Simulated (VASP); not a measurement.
```yaml
crystal:
  lattice:
    - [0.00000, 2.67905, 2.72461]
    - [2.73721, 0.00000, 2.72461]
    - [2.73721, 2.67905, 0.00000]
  atoms:
    - { symbol: Ca, position: [0.00000, 0.00000, 0.00000] }
    - { symbol: F, position: [0.25000, 0.25000, 0.25000] }
    - { symbol: F, position: [0.73699, 0.76301, 0.76301] }
```

Calculation: PBE GGA, VASP's PBE PAW potentials (set 64) (plane waves; VASP). Numerical set-up: 625 eV cut-off, 6×6×6 Γ-centred mesh, Gaussian smearing of 0.050 eV, potentials Ca_sv F.

Task: Give the force on each atom (eV/Å).

Result: 
```json
[
 {"atom": "Ca1", "Fx": "0.182", "Fy": "0.000", "Fz": "0.000"},
 {"atom": "F2", "Fx": "0.171", "Fy": "0.000", "Fz": "0.000"},
 {"atom": "F3", "Fx": "-0.352", "Fy": "0.000", "Fz": "0.000"}
]
```

Task: Give the stress tensor in GPa (positive for a compressed cell).

Result: 
```
3.29  0.00  0.00
0.00  5.74  0.91
0.00  0.91  3.74
```
The pressure is its mean diagonal, 4.26 GPa.

The compound is CaF2 in the fluorite structure. The cell was not relaxed at this level, atoms are displaced from their ideal sites. The run is one of a series of settings (ENCUT = 625 against the base run), some of them coarse on purpose.
